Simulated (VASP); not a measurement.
Data:

```
Be3CdS4
1.0
    5.15045     0.00000     0.00000
    0.00000     5.15045     0.00000
    0.00000     0.00000     5.15045
Cd S Be
1 4 3
Direct
  0.00000   0.00000   0.00000
  0.27464   0.27464   0.27464
  0.72536   0.72536   0.27464
  0.72536   0.27464   0.72536
  0.27464   0.72536   0.72536
  0.50000   0.50000   0.00000
  0.50000   0.00000   0.50000
  0.00000   0.50000   0.50000
```

Computed with PBE GGA, VASP's PBE PAW potentials (set 64) (plane waves; VASP 6.6.1). Numerical set-up: 400 eV cut-off, 4×4×4 Γ-centred mesh, Gaussian smearing of 0.050 eV, potentials Cd S Be.

Question: What does the run give for the energy per atom (σ→0), band gap (on the k-mesh) with the smallest direct gap where there is one?

Answer: 
The band gap (on the k-mesh) is 3.25 eV and the smallest direct gap (on the k-mesh) comes out as 3.25 eV. The energy per atom (σ→0) comes out as -4.410 eV/atom.

The absolute energy has meaning only against runs of the same code, potentials and settings.

The structure was generated: Be3CdS4 was put into an ordered model structure (P-43m), which need not be its known phase. It was relaxed first.
